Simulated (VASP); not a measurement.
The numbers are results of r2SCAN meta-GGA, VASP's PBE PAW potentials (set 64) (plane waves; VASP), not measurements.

A VASP calculation is set up with these files.

### INCAR
```
SYSTEM = Co
PREC = Accurate
ENCUT = 400
EDIFF = 1E-7
NELM = 100
ALGO = Normal
LREAL = .FALSE.
LASPH = .TRUE.
ISMEAR = -5
METAGGA = R2SCAN
LMIXTAU = .TRUE.
LMAXMIX = 4
ISPIN = 2
MAGMOM = 1.7 1.7
LORBIT = 11
LWAVE = .FALSE.
LCHARG = .FALSE.
NEDOS = 601
ISIF = 2
```

File KPOINTS_OPT:
```
k-points along high-symmetry lines
6
Line-mode
Reciprocal
  0.000000   0.000000   0.000000 ! GAMMA
 -0.000000   0.500000   0.000000 ! M

 -0.000000   0.500000   0.000000 ! M
 -0.333333   0.666667   0.000000 ! K

 -0.333333   0.666667   0.000000 ! K
  0.000000   0.000000   0.000000 ! GAMMA

  0.000000   0.000000   0.000000 ! GAMMA
  0.000000   0.000000   0.500000 ! A

  0.000000   0.000000   0.500000 ! A
 -0.000000   0.500000   0.500000 ! L

 -0.000000   0.500000   0.500000 ! L
 -0.333333   0.666667   0.500000 ! H

 -0.333333   0.666667   0.500000 ! H
  0.000000   0.000000   0.500000 ! A

 -0.000000   0.500000   0.500000 ! L
 -0.000000   0.500000   0.000000 ! M

 -0.333333   0.666667   0.500000 ! H
 -0.333333   0.666667   0.000000 ! K
```

POSCAR:
```
Co
1
    1.2315525599    -2.1331118292     0.0000000000
    1.2315525599     2.1331118292     0.0000000000
    0.0000000000     0.0000000000     4.0157374216
Co
2
Direct
  0.3333330000   0.6666670000   0.2500000000
  0.6666670000   0.3333330000   0.7500000000
```

KPOINTS:
```
Automatic mesh
0
Gamma
19 19 10
0 0 0
```

POTCAR, in this order: Co (PBE.64 set). Program: vasp_std.

**Question.** What will the output report for the number of irreducible k-points (NKPTS), number of bands (NBANDS), largest plane-wave count, number of space-group operations, FFT grid (NGX, NGY, NGZ)?

**Answer.** 
* **number of irreducible k-points (NKPTS)**: 240
* **number of bands (NBANDS)**: 15
* **largest plane-wave count**: 393
* **number of space-group operations**: 24
* **FFT grid (NGX, NGY, NGZ)**: 16 × 16 × 28

The compound is Co in the hcp structure. It was relaxed first.
